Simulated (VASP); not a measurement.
VASP input:

INCAR:
```
SYSTEM=Mn
PREC=Accurate; ENCUT=400; LREAL=.FALSE.
LASPH=.TRUE.
EDIFF=1E-6; NELM=100; ALGO=Normal
LMAXMIX=4
ISMEAR=1; SIGMA=0.1
GGA=PS
IBRION=2; NSW=60; ISIF=3
EDIFFG=-0.01
LWAVE=.FALSE.; LCHARG=.FALSE.
```

### KPOINTS
```
Automatic mesh
0
Gamma
12 12 12
0 0 0
```

File POSCAR:
```
Mn
1
    0.0000000000     2.4416344374     2.4416344374
    2.4416344374    -0.0000000000     2.4416344374
    2.4416344374     2.4416344374     0.0000000000
Mn
2
Direct
  0.7500000000   0.7500000000   0.7500000000
  0.5000000000   0.5000000000   0.5000000000
```

POTCAR, in this order: Mn_pv (PBE.64 set). Program: vasp_std.

Question: Write an equivalent input for Ansatz.

Answer: One equivalent input (not run):
Ansatz 0.2 input:
```yaml
crystal:
  lattice:
    - [0.0000000, 2.4416344, 2.4416344]
    - [2.4416344, 0.0000000, 2.4416344]
    - [2.4416344, 2.4416344, 0.0000000]
  atoms:
    - { symbol: Mn, position: [0.7500000, 0.7500000, 0.7500000] }
    - { symbol: Mn, position: [0.5000000, 0.5000000, 0.5000000] }
kpoints:
  mp_grid: { grid: [12, 12, 12] }
hamiltonian:
  xc: pbesol
  pseudopotentials: { kind: paw }
scf:
  occupations: { method: methfessel_paxton, width: 0.1 }
  max_iter: 100
relax:
  max_steps: 60
  f_tol: 0.01
  cell: {}
output: { forces: true, stress: true, eigenvalues: true }
```
The two are equivalent in intent, not identical: each code has its own PAW files, so the cut-off isn't converted (ENCUT is set for VASP's; basis.ecutwfc is left out, and Ansatz then takes the one that its files recommend); Ansatz stops its SCF on the density residual and VASP on the energy change (EDIFF).

The structure was generated: Mn was put into the diamond type (Fd-3m), which need not be its known phase. This run relaxes it. Symmetry was kept, so distortions that lower it aren't found. The start is the result of an earlier pass.
